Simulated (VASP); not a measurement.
These are PBE GGA, VASP's PBE PAW potentials (set 64) (plane waves; VASP) values and carry that method's errors.

VASP ran on this input.

INCAR:
```
! general
SYSTEM=K
PREC  =Accurate
ENCUT =400
LREAL =.False.
LASPH =.True.

! electronic loop
EDIFF =1E-6
NELM  =100
ALGO  =Normal

! smearing
ISMEAR=1
SIGMA =0.1

! functional
GGA   =PE

! ions
ISIF  =2

! output
LWAVE =.False.
LCHARG=.False.
```

**POSCAR**
```
K
1
   -2.6928000000     2.6928000000     2.6928000000
    2.6928000000    -2.6928000000     2.6928000000
    2.6928000000     2.6928000000    -2.6928000000
K
1
Direct
  0.0000000000   0.0000000000   0.0000000000
```

KPOINTS:
```
Automatic mesh
0
Gamma
11 11 11
0 0 0
```

POTCAR, in this order: K_sv (PBE.64 set). Program: vasp_std.

Gaps are read on the run's mesh, which can miss a band edge.

Task: Predict the energy per atom (σ→0), band gap (on the k-mesh).

Result: 
```json
{
  "energy per atom (σ→0)": "-1.046 eV/atom",
  "band gap (on the k-mesh)": "none (metal, semimetal or under 0.01 eV)"
}
```

**OSZICAR**
```
...
DAV:   4    -0.104522311590E+01   -0.22011E-01   -0.22005E-01  1336   0.330E+00
DAV:   5    -0.104539512558E+01   -0.17201E-03   -0.17201E-03  1592   0.228E-01    0.185E+00
DAV:   6    -0.104568099952E+01   -0.28587E-03   -0.12262E-03  1400   0.257E-01    0.114E+00
DAV:   7    -0.104609357445E+01   -0.41257E-03   -0.27402E-03  1352   0.378E-01    0.542E-02
DAV:   8    -0.104616313171E+01   -0.69557E-04   -0.12795E-04  1392   0.155E-01    0.155E-02
DAV:   9    -0.104617155575E+01   -0.84240E-05   -0.15291E-05  1392   0.287E-02    0.487E-03
DAV:  10    -0.104617139866E+01    0.15709E-06   -0.10321E-06  1296   0.900E-03
   1 F= -.10461714E+01 E0= -.10463630E+01  d E =0.574767E-03
```

The compound is K in the bcc structure. The cell was not relaxed at this level. The run is one of a series of settings (KPOINTS 11×11×11 Γ-centred mesh against the base run), some of them coarse on purpose.
